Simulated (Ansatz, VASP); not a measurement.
# AlGaAsN: VASP beside Ansatz, part 2 of 2

One calculation is typed for both programs; each brings its own data sets and cutoff. How far apart do they land? The cell is invented: As first built, before any earlier steps moved the atoms (in the runner's words): it takes the AlGaN2 structure with some of its atoms replaced by other elements, volume scaled by an estimate. It may not be a known or stable phase. The cell is taken from a series of VASP runs on this material, whose earlier steps may have relaxed, scaled or displaced it; both programs get it as it stands.

VASP 6.6.1 and Ansatz 0.2.0.

So far: The starting structure; Ansatz: band structure, revPBE; VASP: band structure, revPBE; Side by side.

### 5. VASP: single point, revPBE

Level of this step: revPBE; plane waves and PAW (As, Ga_d, Al, N); invented cell (VASP).

A single point gives forces, pressure and levels at one fixed geometry, so differences don't come from the geometry; what else differs is listed under the comparison.

INCAR reads:

```
SYSTEM = AlGaAsN
PREC = Accurate
ENCUT = 520
EDIFF = 1E-06
NELM = 100
ISMEAR = 0
SIGMA = 0.05
LREAL = .FALSE.
ALGO = Normal
GGA = RE
NBANDS = 45
LORBIT = 11
LWAVE = .FALSE.
LCHARG = .FALSE.
KPAR = 2
LOPTICS = .TRUE.
NEDOS = 1500
CSHIFT = 0.1
```

POSCAR reads:

```
AlGaAsN
1.0
    3.5732612378      0.0000000000      0.0000000000
   -1.7866306189      3.0945347452      0.0000000000
    0.0000000000      0.0000000000      6.0989016103
As Ga Al N
1 1 1 1
Direct
    0.0000000000      0.0000000000      0.6318102766
    0.6666666700      0.3333333300      0.4433230830
    0.0000000000      0.0000000000      0.0466377218
    0.6666666700      0.3333333300      0.1146289287
```

KPOINTS reads:

```
Automatic mesh
0
Gamma
9 9 5
0 0 0
```

The projector-augmented-wave data sets are As, Ga_d, Al and N (PBE family, release 64).

Started as:

```bash
> mpirun -np 2 vasp_std
```

Numbers of over 12 decimals in the logs are rounded to 6 here.

Output:

```text
[banner, memory and clock lines left out]
running    2 mpi-ranks, on    1 nodes
[...]
[... a notice as in an earlier step ...]

 LDA part: xc-table for (Slater+PW92), standard interpolation
 POSCAR, INCAR and KPOINTS ok, starting setup
[...]
entering main loop
       N       E                     dE             d eps       ncg     rms          rms(c)
DAV:   1     0.203297538775E+03    0.20330E+03   -0.92210E+03  5796   0.714E+02
DAV:   2     0.742856088748E+01   -0.19587E+03   -0.16722E+03  4996   0.291E+02
DAV:   3    -0.211555946302E+02   -0.28584E+02   -0.28019E+02  5410   0.649E+01
DAV:   4    -0.219421230497E+02   -0.78653E+00   -0.78555E+00  5299   0.112E+01
[...]
DAV:  13    -0.197301872992E+02   -0.12065E-04   -0.30956E-05  5432   0.260E-02    0.140E-02
DAV:  14    -0.197301931880E+02   -0.58888E-05   -0.13258E-05  5096   0.125E-02    0.260E-03
DAV:  15    -0.197301935343E+02   -0.34632E-06   -0.83513E-07  5103   0.568E-03
   1 F= -.19730194E+02 E0= -.19729306E+02  d E =-.177525E-02
 optical routines
 imaginary and real dielectric function
 recalculating local potential from charge density
 direction            1
 direction            2
 direction            3
```

From OUTCAR (step 5):

```text
  Total        0.0735226      0.0735226     -0.3361111     -0.0000000      0.0000000      0.0000000
  in kB        1.7467062      1.7467059     -7.9851245     -0.0000000      0.0000000      0.0000000
  external PRESSURE =      -1.4972375 kB  Pullay stress =       0.0000000 kB

 POSITION                                       TOTAL-FORCE (eV/Angst)
 -----------------------------------------------------------------------------------
      0.00000      0.00000      3.85335         0.000000      0.000000     -0.038878
      1.78663      1.03151      2.70378        -0.000000      0.000000      0.129471
      0.00000      0.00000      0.28444         0.000000      0.000000     -0.110247
      1.78663      1.03151      0.69911         0.000000     -0.000000      0.019654
 -----------------------------------------------------------------------------------
    total drift:                               -0.000020      0.000002      0.000854

  FREE ENERGIE OF THE ION-ELECTRON SYSTEM (eV)
  ---------------------------------------------------
  free  energy   TOTEN  =       -19.7301935343 eV

  energy  without entropy=      -19.7284182855  energy(sigma->0) =      -19.72930591

[... 1 part as in an earlier step ...]

[... 2 further parts left out ...]
[key lines of the parts left out:]
E-fermi :   6.1669
```

### 6. Ansatz: single point, revPBE

The same cell, functional, mesh and smearing now go to Ansatz, which takes its cutoff from its data sets.

The cell is taken from a series of VASP runs on this material, whose earlier steps may have relaxed, scaled or displaced it; both programs get it as it stands.

input.yaml reads:

```yaml
crystal:
  lattice:
    - [3.5732612378, 0.0, 0.0]
    - [-1.7866306189, 3.0945347452, 0.0]
    - [0.0, 0.0, 6.0989016103]
  atoms:
    - { symbol: As, position: [0.0, 0.0, 0.6318102766] }
    - { symbol: Ga, position: [0.66666667, 0.33333333, 0.443323083] }
    - { symbol: Al, position: [0.0, 0.0, 0.0466377218] }
    - { symbol: "N", position: [0.66666667, 0.33333333, 0.1146289287] }
hamiltonian:
  xc: revpbe
  pseudopotentials: { kind: paw }
kpoints:
  mp_grid: { grid: [9, 9, 5] }
scf:
  occupations: { method: gaussian, width: 0.05 }
  n_extra_bands: 5
output:
  forces: true
  stress: true
  eigenvalues: true
```

Started as:

```bash
> ansatz run input.yaml --threads 2 --pin off --max-ram 4608MiB --backend cpu --events-out ev --progress --plain --runs-dir out
```

Output:

```text
[...]
Crystal: 4 atoms, lattice volume = 67.439 Å³
Basis set: ecut = 420 eV, 1287 PW (Γ), exchange–correlation on 48×48×90 points (8 copies of the dense FFT grid, shifted against one another)
Bands: 23, of which v1, the nominal top of the filled ones, is band 18 counted from 1 (17 counted from 0)
Symmetry: 6 space group operations
[...]
k-points: 50 of 405 (time reversal used)
[...]
k-point 0: bands = [... 14 lower, 5.4809, 7.0676, 7.9782, 9.6340, 9.6340, 12.4133, 14.1460, 14.1460, ... 1 higher]
  k-point 1: bands = [... 14 lower, 5.4902, 5.9370, 8.8875, 9.6028, 9.6028, 12.5381, 13.7327, 14.2026, ... 1 higher]
  k-point 2: bands = [... 14 lower, 5.5053, 5.5053, 9.5523, 9.5523, 9.7242, 12.4608, 13.2312, 14.3833, ... 1 higher]
  k-point 49: bands = [... 14 lower, 3.3305, 4.8275, 5.5652, 6.6252, 11.0736, 11.5565, 11.7633, 14.1384, ... 1 higher]
[key lines of the parts left out:]
SCF converged after 9 iterations
Free energy (F): -9573.215383 eV
Fermi energy:    9.321660 eV
P = ⅓ Tr σ = -0.2087 GPa (-2.087 kbar)
```

Wall time 8.1 s (2 threads of Arm Neoverse N1, shared host); peak memory 0.41 GiB.

The run ends at a pressure of -0.21 GPa, with forces up to 0.15 eV/Å.

### 7. Differences

Compared:

| quantity | Ansatz | VASP | difference |
| --- | --- | --- | --- |
| pressure (GPa) | -0.21 | -0.15 | -0.06 |
| pressure without Ansatz's Pulay correction (GPa) | -0.37 | -0.15 | -0.22 |

Forces (eV/Å; atoms numbered as in POSCAR):

| atom | Ansatz x, y, z | VASP x, y, z |
| --- | --- | --- |
| As1 | 0.000, 0.000, -0.055 | 0.000, 0.000, -0.039 |
| Ga2 | 0.000, 0.000, 0.148 | 0.000, 0.000, 0.129 |
| Al3 | 0.000, 0.000, -0.120 | 0.000, 0.000, -0.110 |
| N4 | 0.000, 0.000, 0.026 | 0.000, 0.000, 0.020 |

The forces differ by 7.8 meV/Å r.m.s., which is 15.4 % of the r.m.s. force of 0.05 eV/Å (both taken over all components). Ansatz's pressure holds a Pulay correction of 0.16 GPa; VASP's holds none.

### 8. Results

```
r.m.s. difference of levels near the Fermi level (band structure, revPBE) : 5.1 meV
r.m.s. force difference (single point, revPBE)                            : 7.8 meV/Å
```

What this shows: The r.m.s. force difference is 7.8 meV/Å (single point, revPBE), within the 12 meV/Å picked in this series as the mark of a large difference. Such differences can come from data sets, numerical settings and the points named under the comparisons, not from the functional's error against experiment.

[Lines on the potential files, build, host, timing and source positions are cut from VASP's logs without a mark.]

[Logs are printed without paths, hosts, clocks, repeated set-up lines and the standing remarks that a program may print on its own settings, such as how far it seeks lower states.]

[Hosts, paths, dates, database ids (printed as entryN), source tags and the programs' standing remarks are cut or masked in the printed files.]
